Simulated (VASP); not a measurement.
Set up this calculation in VASP 6.6.1, as the native input.

| Item | Value |
| --- | --- |
| Task | relaxation of cell and atoms |
| Functional | PBE |
| Potentials or basis | VASP PAW PBE potentials, release 64 (Ga_d, Sb) |
| Cutoff | 600 eV |
| k mesh | 9 × 9 × 9 |
| Occupations | gaussian, width 0.02 eV |
| Spin | no spin polarisation |
| Further INCAR settings | ALGO = Fast; EDIFF = 1e-07; IBRION = 2; EDIFFG = -0.005; NSW = 60; ISIF = 3 |

The structure of GaSb lies in POSCAR:

```
GaSb
1.0
    0.0000000000      3.0686043200      3.0686043200
    3.0686043200      0.0000000000      3.0686043200
    3.0686043200      3.0686043200      0.0000000000
Ga Sb
1 1
Direct
    0.0000000000      0.0000000000      0.0000000000
    0.7500000000      0.7500000000      0.7500000000
```

The cell is a database's computed one.

One way to write it, as run:

INCAR

```
SYSTEM = GaSb
PREC     = Accurate       ! precision mode
ENCUT    = 600            ! plane-wave cutoff, eV
EDIFF    = 1E-7           ! SCF threshold, eV
ISMEAR   = 0              ! smearing method
SIGMA    = 0.02           ! smearing width, eV
LREAL    = .FALSE.        ! projectors in reciprocal space
LASPH    = .TRUE.         ! aspherical terms in the spheres
NELM     = 100            ! most SCF steps
ALGO     = Fast           ! electronic algorithm
ISIF     = 3              ! what is computed and relaxed
LWAVE    = .FALSE.        ! write WAVECAR
LCHARG   = .FALSE.        ! write CHGCAR
GGA      = PE             ! functional
IBRION   = 2              ! ionic algorithm
NSW      = 60             ! ionic steps
EDIFFG   = -0.005         ! ionic threshold
```

KPOINTS

```
Automatic mesh
0
G
  9 9 9
  0 0 0
```

Potentials or basis: VASP PAW PBE potentials, release 64 (Ga_d, Sb).

Command:

```bash
$ cat potpaw_PBE.64/Ga_d/POTCAR potpaw_PBE.64/Sb/POTCAR > POTCAR
$ mpirun -np 1 vasp_std > vasp.out
```

Results of the run:

```
Relaxed volume                         : 30.03 Å³/atom
Relaxed cell                           : a = 4.396 Å, b = 4.396 Å, c = 4.396 Å, α = 60.00°, β = 60.00°, γ = 60.00°
Space group after relaxing (to 0.05 Å) : F-43m (No. 216)
Energy gained by relaxing              : 6.5 meV/atom
Ionic steps                            : 3
Pressure after relaxing                : 0.0 GPa
Band gap on the k mesh                 : none (metal or under the smearing width)
```

Caveat: this crystal is a semiconductor, whose small gap the functional closes, so the metal is an error of the method.

Wall time 75 s on 1 thread of AMD EPYC 7R13 Processor (Zen 3) (shared host), peak memory 0.2 GiB.
